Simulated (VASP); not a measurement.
```
HgSe
1.0
    6.14592     0.00000     0.00000
    0.00000     4.34582     0.00000
    0.00000     0.00000    28.20012
Hg Se
6 6
Cartesian
  5.84663   0.00000  18.90913
  3.11332   2.17291  17.65722
  0.01243   0.00000  14.94725
  3.08540   2.17291  13.25287
  0.04036   0.00000  10.54290
  2.77367   2.17291   9.29099
  1.64953   0.00000  17.19439
  4.67789   2.17291  19.74551
  1.60148   0.00000  12.86858
  4.67445   2.17291  15.33153
  1.60493   0.00000   8.45461
  4.72249   2.17291  11.00573
```

These are PBEsol GGA, VASP's PBE PAW potentials (set 64) (plane waves; VASP 6.6.1) values and carry that method's errors. Settings: PREC = Normal, 400 eV cut-off, 4×5×1 Γ-centred mesh, Gaussian smearing of 0.050 eV, potentials Hg Se.

Unless said otherwise, spin-orbit coupling is left out, though it shifts the bands of the heavy elements here.

Problem. Predict the energy per atom (σ→0), band gap (on the k-mesh) with the smallest direct gap where there is one.

Solution. 
| Quantity | Value |
|---|---|
| band gap (on the k-mesh) | 0.21 eV |
| smallest direct gap (on the k-mesh) | 0.21 eV |
| energy per atom (σ→0) | -2349 meV/atom |

Only differences to runs with the same potentials and settings are physical.

The cell is a thin slab with vacuum, built from HgSe (zinc blende): (110) face.
